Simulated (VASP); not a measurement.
Crystal: AgCl (Chlorargyrite).

```
Ag Cl
1.0
     0.00000    2.73500    2.73500
     2.73500    0.00000    2.73500
     2.73500    2.73500    0.00000
Ag Cl
1 1
Cartesian
  0.0000 0.0000 0.0000
  2.7350 2.7350 2.7350
```

| Item | Value |
| --- | --- |
| Program | VASP 6.6.1 |
| Task | relaxation of cell and atoms |
| Functional | LDA |
| Potentials or basis | VASP PAW LDA potentials, release 64 (Ag, Cl) |
| Cutoff | 600 eV |
| k mesh | 8 × 8 × 8 |
| Occupations | gaussian, width 0.02 eV |
| Spin | no spin polarisation |

At the start: pressure -3.7 GPa; volume 20.46 Å³/atom.

Q: How do energy, volume and symmetry change on relaxing?

A: Over 3 steps the energy falls by 15.6 meV/atom and the volume is 19.20 Å³/atom (-6.1 %); space group Fm-3m (No. 225, to 0.05 Å).

Step by step:
| step | energy change (eV) | largest force (eV/Å) | pressure (GPa) | volume (Å³) |
| --- | --- | --- | --- | --- |
| 1 | 0.0000 | 0.0000 | -3.74 | 40.92 |
| 2 | -0.0309 | 0.0000 | 0.48 | 38.15 |
| 3 | -0.0312 | 0.0000 | 0.00 | 38.41 |

Final structure:
```
Ag Cl
1.0
     0.00000    2.67793    2.67793
     2.67793    0.00000    2.67793
     2.67793    2.67793    0.00000
Ag Cl
1 1
Direct
  0.00000 0.00000 0.00000
  0.50000 0.50000 0.50000
```
